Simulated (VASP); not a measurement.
# LaSbTe: structure and properties in VASP, part 3 of 5

Wanted: the relaxed cell of LaSbTe and its properties. The start is a computed cell from the Materials Project.

VASP 6.6.1; r2SCAN; plane waves and PAW (La, Sb, Te).

Still holding for the runs below: The k-mesh is coarse for a metal.

So far. Step 3 (Density, ELF and potential (r2SCAN)): In this run the pressure is 0.02 GPa, small enough to go on; single stress components reach 0.03 GPa. Step 4 (Bands along the symmetry lines (r2SCAN)): There is no gap at this level. The relaxed cell has a = 4.438, c = 9.635 Å (conventional setting).

## Step 5: Total and projected DOS (r2SCAN)

Here the states are counted by energy and projected on the atoms. The mesh is finer than in the run before.

The input, INCAR:

```
SYSTEM = LaSbTe
PREC = Accurate
ENCUT = 400
EDIFF = 1E-06
NELM = 100
ISMEAR = -5
SIGMA = 0.05
LREAL = .FALSE.
ALGO = Normal
METAGGA = R2SCAN
LASPH = .TRUE.
NBANDS = 38
LORBIT = 11
LWAVE = .FALSE.
LCHARG = .FALSE.
KPAR = 4
NEDOS = 2001
```

The input, POSCAR:

```
LaSbTe
1.0
    4.4380951360      0.0000000000      0.0000000000
    0.0000000000      4.4380951360      0.0000000000
    0.0000000000      0.0000000000      9.6346655253
La Sb Te
2 2 2
Direct
    0.0000000000      0.5000000000      0.7229641278
    0.5000000000      0.0000000000      0.2770358722
    0.0000000000      0.0000000000      0.0000000000
    0.5000000000      0.5000000000      0.0000000000
    0.0000000000      0.5000000000      0.3714674415
    0.5000000000      0.0000000000      0.6285325585
```

The input, KPOINTS:

```
Automatic mesh
0
Gamma
7 7 3
0 0 0
```

The projector-augmented-wave data sets are La, Sb and Te (PBE family, release 64).

Started as:

```console
$ mpirun -np 4 vasp_std
```

Log:

```text
[... set-up lines as in an earlier step ...]
 entering main loop
       N       E                     dE             d eps       ncg     rms          rms(c)
DAV:   1     0.264139749454E+03    0.26414E+03   -0.13061E+04  1520   0.110E+03
DAV:   2    -0.101830050599E+03   -0.36597E+03   -0.33517E+03  1788   0.244E+02
DAV:   3    -0.172733704160E+03   -0.70904E+02   -0.66085E+02  2010   0.124E+02
DAV:   4    -0.179149490400E+03   -0.64158E+01   -0.63717E+01  2890   0.388E+01
DAV:   5    -0.179622525062E+03   -0.47303E+00   -0.47224E+00  2832   0.905E+00    0.702E+00
DAV:   6    -0.170461178901E+03    0.91613E+01   -0.40244E+00  2652   0.825E+00    0.479E+00
DAV:   7    -0.170582967705E+03   -0.12179E+00   -0.91465E-01  2920   0.424E+00    0.216E+00
DAV:   8    -0.170608359855E+03   -0.25392E-01   -0.94700E-02  2776   0.143E+00    0.961E-01
DAV:   9    -0.170596000028E+03    0.12360E-01   -0.33284E-02  2960   0.845E-01    0.243E-01
DAV:  10    -0.170597663503E+03   -0.16635E-02   -0.32697E-03  2474   0.283E-01    0.143E-01
DAV:  11    -0.170598394874E+03   -0.73137E-03   -0.48339E-04  2984   0.980E-02    0.704E-02
DAV:  12    -0.170598280624E+03    0.11425E-03   -0.22334E-04  2770   0.595E-02    0.243E-02
DAV:  13    -0.170598517854E+03   -0.23723E-03   -0.86256E-05  3000   0.339E-02    0.102E-02
DAV:  14    -0.170598436700E+03    0.81154E-04   -0.12299E-05  2928   0.137E-02    0.583E-03
DAV:  15    -0.170598421499E+03    0.15201E-04   -0.20521E-06  2000   0.633E-03    0.213E-03
DAV:  16    -0.170598401533E+03    0.19966E-04   -0.40402E-07  1290   0.446E-03    0.113E-03
DAV:  17    -0.170598401273E+03    0.25959E-06   -0.23089E-07  1206   0.392E-03
   1 F= -.17059840E+03 E0= -.17059840E+03  d E =0.000000E+00
 -----------------------------------------------------------------------------
|                                                                             |
|           W    W    AA    RRRRR   N    N  II  N    N   GGGG   !!!           |
|           W    W   A  A   R    R  NN   N  II  NN   N  G    G  !!!           |
|           W    W  A    A  R    R  N N  N  II  N N  N  G       !!!           |
|           W WW W  AAAAAA  RRRRR   N  N N  II  N  N N  G  GGG   !            |
|           WW  WW  A    A  R   R   N   NN  II  N   NN  G    G                |
|           W    W  A    A  R    R  N    N  II  N    N   GGGG   !!!           |
|                                                                             |
|     Tetrahedron method does not include variations of the Fermi             |
|     occupations, so forces and stress will be inaccurate. We suggest        |
|     using a different smearing scheme ISMEAR = 1 or 2 for metals in         |
|     relaxations.                                                            |
|                                                                             |
 -----------------------------------------------------------------------------
```

Elapsed: 2.3 min, on 4 MPI ranks of Intel Xeon Platinum 8259CL at 2.50GHz (Skylake/Cascade Lake), shared host; peak memory 1.2 GiB.

From OUTCAR (step 5):

```text
   k-points           NKPTS =     20   k-points in BZ     NKDIM =     20   number of bands    NBANDS=     38

   NELECT =      44.0000    total number of electrons

 E-fermi :   7.0655

 k-point     1 :       0.0000    0.0000    0.0000
  band No.  band energies     occupation
    ...
     18       5.3743      2.00000
     19       6.4203      2.00000
     20       6.5461      2.00000
     21       6.5461      2.00000
     22       7.1895      0.88772
     23       7.7651      0.00000
     24       9.1404      0.00000
     25       9.3168      0.00000
     26       9.4212      0.00000
     27       9.4212      0.00000
    ...

  Total       -1.0356450     -1.0356450      1.0447748      0.0000000      0.0000000     -0.0000000
  in kB       -8.7436270     -8.7436270      8.8207070      0.0000000      0.0000000     -0.0000000
  external PRESSURE =      -2.8888490 kB  Pullay stress =       0.0000000 kB

 POSITION                                       TOTAL-FORCE (eV/Angst)
 -----------------------------------------------------------------------------------
      0.00000      2.21905      6.96552         0.000000      0.000000     -0.167299
      2.21905      0.00000      2.66915         0.000000     -0.000000      0.167299
      0.00000      0.00000      0.00000         0.000000      0.000000      0.000000
      2.21905      2.21905      0.00000        -0.000000     -0.000000      0.000000
      0.00000      2.21905      3.57896         0.000000     -0.000000      0.014691
      2.21905      0.00000      6.05570         0.000000      0.000000     -0.014691
 -----------------------------------------------------------------------------------
    total drift:                                0.000000      0.000000      0.000000

  FREE ENERGIE OF THE ION-ELECTRON SYSTEM (eV)
  ---------------------------------------------------
  free  energy   TOTEN  =      -170.5984012733 eV

  energy  without entropy=     -170.5984012733  energy(sigma->0) =     -170.59840127

[... 7 parts as in an earlier step ...]

[... 9 further parts left out ...]
```

Force components of up to 0.17 eV/Å appear here. Mesh or smearing differ from those of the relaxation, so its positions hold an error of that kind, and the forces of a metal with tetrahedra are inexact too. With tetrahedra the forces and stress of a metal are not exact derivatives of the energy.

Numbers from this step:

```
SCF cycles                                           : 17
irreducible k-points                                 : 20
free energy (TOTEN)                                  : -170.5984 eV
Fermi energy                                         : 7.066 eV
pressure                                             : -0.2889 GPa
DOS at the Fermi level, one point of the energy grid : 0.9021 states/eV/cell
```

The density of states has structure finer than the step of the table below, so its rows give means over 0.5 eV, whole bins alone (the curve runs from -12.0 to 2.53 eV). Peaks (eV: height): total -10.45: 10.4, -8.79: 5.46, -1.84: 10.7; Te p -3.13: 1.42, -2.58: 1.16, -2.02: 1.86, -1.84: 2.87; Sb p -3.62: 0.838, -2.27: 0.755, -1.84: 0.767, -1.34: 0.973; Sb s -9.90: 1.20, -8.97: 1.14, -8.79: 3.05.

States under -12.0 eV and over 2.5 eV are left out. Table of density of states by energy, zero at the Fermi level; means over each step; values in states/eV/cell:

```tsv
energy (eV)	total	La f	Te p	Sb p	Sb s	Te s
-11.5	0.307	0	2.2e-4	7.1e-4	0.0980	0.0617
-11.0	1.22	1.6e-4	0.00113	0.00516	0.278	0.395
-10.5	6.20	0.00639	0.00398	0.0127	0.443	3.46
-10.0	3.23	0.00383	0.00144	0.0276	0.692	1.26
-9.5	0.806	4.0e-4	2.3e-4	0.0131	0.400	0.0301
-9.0	1.52	0.00140	5.2e-4	0.0326	0.817	0.00231
-8.5	1.02	0.00118	2.2e-4	0.0257	0.555	6.2e-4
-8.0	0.668	8.0e-4	1.4e-4	0.0220	0.367	2.3e-4
-7.5	0.450	8.0e-4	0	0.0157	0.255	0
-7.0	0.350	5.7e-4	0	0.0114	0.206	0
-6.5	0.225	4.7e-4	0	0.00503	0.141	0
-6.0	0.0178	4.3e-5	0	3.0e-4	0.0114	0
-5.5	0	0	0	0	0	0
-5.0	0.0588	9.3e-5	0.00103	0.0173	1.1e-4	1.7e-4
-4.5	0.766	0.00148	0.0224	0.213	0.00976	0.00195
-4.0	1.22	0.00266	0.119	0.250	0.0168	0.00255
-3.5	4.24	0.0118	0.763	0.501	0.0398	0.0202
-3.0	4.94	0.0174	1.05	0.523	0.0323	0.0176
-2.5	4.48	0.0290	0.981	0.498	0.0408	0.0197
-2.0	6.88	0.0654	1.83	0.518	0.0341	0.0137
-1.5	7.48	0.101	1.82	0.775	0.0707	0.00843
-1.0	5.45	0.136	1.14	0.728	0.0413	0.00672
-0.5	3.72	0.137	0.743	0.562	0.0571	0.00723
0.0	1.13	0.0523	0.200	0.213	0.0247	0.00183
0.5	0.817	0.0638	0.0171	0.219	0.0358	4.3e-4
1.0	1.56	0.168	0.0334	0.316	0.0625	0.00129
1.5	1.29	0.283	0.0289	0.182	0.0445	0.00196
2.0	4.02	1.57	0.0547	0.223	0.0457	0.00715
```

Force by atom:

```tsv
atom	x (eV/Å)	y (eV/Å)	z (eV/Å)	size
La1	0.000	0.000	-0.167	0.167
La2	0.000	0.000	0.167	0.167
Sb3	0.000	0.000	0.000	0.000
Sb4	0.000	0.000	0.000	0.000
Te5	0.000	0.000	0.015	0.015
Te6	0.000	0.000	-0.015	0.015
```

The finer mesh and the other smearing move the Fermi level by -0.04 eV from the 5×5×2 run, a small shift, which tests the Fermi level alone. Of the states within 0.3 eV of the Fermi level, the largest shares in the PAW spheres are Te p 18 % and Sb p 18 %. The rest lies in smaller channels or between the spheres.

(Continued in part 4 of 5.)

[Lines on the potential files, build, host, timing and source positions are cut from VASP's logs without a mark.]

[Logs are printed without paths, hosts, clocks, repeated set-up lines and the standing remarks that a program may print on its own settings, such as how far it seeks lower states.]

[Hosts, paths, dates, database ids (printed as entryN), source tags and the programs' standing remarks are cut or masked in the printed files.]

[A measured line is paired with the nearest computed mode of its activity, which favours agreement.]

[In band tables of VASP the shares of atoms and orbitals are scaled to a sum of 1 inside the atoms' spheres.]
